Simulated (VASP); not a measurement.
A run of VASP 6.6.1 is set up as follows.

File INCAR:

```
ALGO = Normal
EDIFF = 1E-6
ENCUT = 520
ISIF = 2
ISMEAR = -1
LASPH = True
LCHARG = False
LMIXTAU = True
LREAL = False
LWAVE = False
METAGGA = R2SCAN
NELM = 60
PREC = Accurate
SIGMA = 0.05
```

KPOINTS

```
k-points
0
Gamma
  16 16 4
```

The input POSCAR:

```
C
1.0
    2.4610000000      0.0000000000      0.0000000000
   -1.2305000000      2.1312885187      0.0000000000
    0.0000000000      0.0000000000      6.1713600000
C
4
Direct
    0.0000000000      0.0000000000      0.2500000000
    0.3333333333      0.6666666667      0.2500000000
    0.0000000000      0.0000000000      0.7500000000
    0.6666666667      0.3333333333      0.7500000000
```

Potentials or basis: VASP PAW PBE potentials, release 64 (C).

The run is started by

```console
$ cat potpaw_PBE.64/C/POTCAR > POTCAR
$ mpirun -np 1 vasp_std > vasp.out
```

(1) What does it give for the pressure?

(2) Estimate the band gap on the k mesh.

Answers

(1) 0.7 GPa.

(2) 0.31 eV, direct.

Caveat: the PAW data sets were made with another functional, which shifts forces and pressure a little.
